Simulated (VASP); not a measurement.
Here is a VASP 6.6.1 calculation.

Contents of POSCAR:

```
SiC3
1.0
    1.3988733818      0.8076399235      4.6808463083
   -1.3988733818      0.8076399235      4.6808463083
    0.0000000000     -1.6152798471      4.6808463083
C Si
3 1
Direct
    1.0084232474      0.0084232474      0.0084232474
    0.4885199220      0.4885199220      0.4885199220
    0.3790842956      0.3790842956      0.3790842956
    0.8739725349      0.8739725349      0.8739725349
```

File INCAR.step1:

```
ALGO = Normal
EDIFF = 1E-4
ENCUT = 520
GGA = PE
ISMEAR = 0
LASPH = True
LCHARG = False
LREAL = False
LWAVE = True
NBANDS = 16
NELM = 100
PREC = Accurate
SIGMA = 0.01
```

Contents of INCAR.step2:

```
ALGO = Normal
EDIFF = 1E-6
ENCUT = 520
ISIF = 2
ISMEAR = 0
ISTART = 1
LASPH = True
LCHARG = True
LELF = True
LMIXTAU = True
LREAL = False
LVHAR = True
LWAVE = False
METAGGA = R2SCAN
NBANDS = 16
NELM = 100
PREC = Accurate
SIGMA = 0.01
```

The input KPOINTS:

```
k-points
0
Gamma
  10 10 10
```

Potentials or basis: VASP PAW PBE potentials, release 64 (C, Si).

Run with:

```console
$ cat potpaw_PBE.64/C/POTCAR potpaw_PBE.64/Si/POTCAR > POTCAR
$ cp INCAR.step1 INCAR
$ mpirun -np 1 vasp_std > vasp.out
$ cp INCAR.step2 INCAR
$ mpirun -np 1 vasp_std > vasp.out
```

Question: Estimate the pressure.

Answer: 5.7 GPa.

Question: What does it give for the band gap on the k mesh?

Answer: 1.72 eV, indirect (least direct gap 3.49 eV).

Question: Predict the largest force.

Answer: 0.085 eV/Å.

Forces in eV/Å, atoms in the order of the input:
```
C    0.000  0.000 -0.036
C    0.000  0.000  0.085
C    0.000  0.000 -0.021
Si   0.000  0.000 -0.028
```

Caveat: the PAW data sets were made with another functional, which shifts forces and pressure a little. A k mesh can miss the band edges.
